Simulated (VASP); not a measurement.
Input:

```yaml
crystal:
  lattice:
    - [0.00000, 2.01772, 2.01772]
    - [2.01772, 0.00000, 2.01772]
    - [2.01772, 2.01772, 0.00000]
  atoms:
    - { symbol: Al, position: [0.00000, 0.00000, 0.00000] }
```

Level of theory: PBE GGA, VASP's PBE PAW potentials (set 64) (plane waves; VASP). Run with 480 eV cut-off, 14×14×14 Γ-centred mesh, first-order Methfessel-Paxton smearing of 0.10 eV, potentials Al.

Each row applies one change to this cell, which was relaxed at other settings and keeps the small stress of the first row; at a fixed cut-off the stress holds a Pulay part, so it need not integrate to ΔE exactly. Stress is in GPa, positive when the cell is compressed.

```tsv
change	ΔE (meV/atom)	σxx	σyy	σzz	largest shear component, with its sign (GPa)	largest force (eV/Å)
none	0.0	0.02	0.02	0.02	0.00	0.000
isotropic strain of +1.5 %	7.8	-3.17	-3.17	-3.17	0.00	0.000
isotropic strain of -0.5 %	1.0	1.25	1.25	1.25	0.00	0.000
isotropic strain of +3.0 %	[?]	[?]	[?]	[?]	[?]	[?]
isotropic strain of +1.0 %	[?]	[?]	[?]	[?]	[?]	[?]
isotropic strain of +0.5 %	0.9	-1.14	-1.14	-1.14	0.00	0.000
```

Problem. Complete the blanks.

Solution. 
- isotropic strain of +1.0 %, ΔE (meV/atom): 3.5
- isotropic strain of +1.0 %, σxx: -2.21
- isotropic strain of +1.0 %, σyy: -2.21
- isotropic strain of +1.0 %, σzz: -2.21
- isotropic strain of +1.0 %, largest shear component, with its sign (GPa): 0.00
- isotropic strain of +1.0 %, largest force (eV/Å): 0.000
- isotropic strain of +3.0 %, ΔE (meV/atom): 29.2
- isotropic strain of +3.0 %, σxx: -5.50
- isotropic strain of +3.0 %, σyy: -5.50
- isotropic strain of +3.0 %, σzz: -5.50
- isotropic strain of +3.0 %, largest shear component, with its sign (GPa): 0.00
- isotropic strain of +3.0 %, largest force (eV/Å): 0.000

Failed runs are left out, and for metals the shear rows, which the mesh's noise covers.

The compound is Al in the fcc structure.
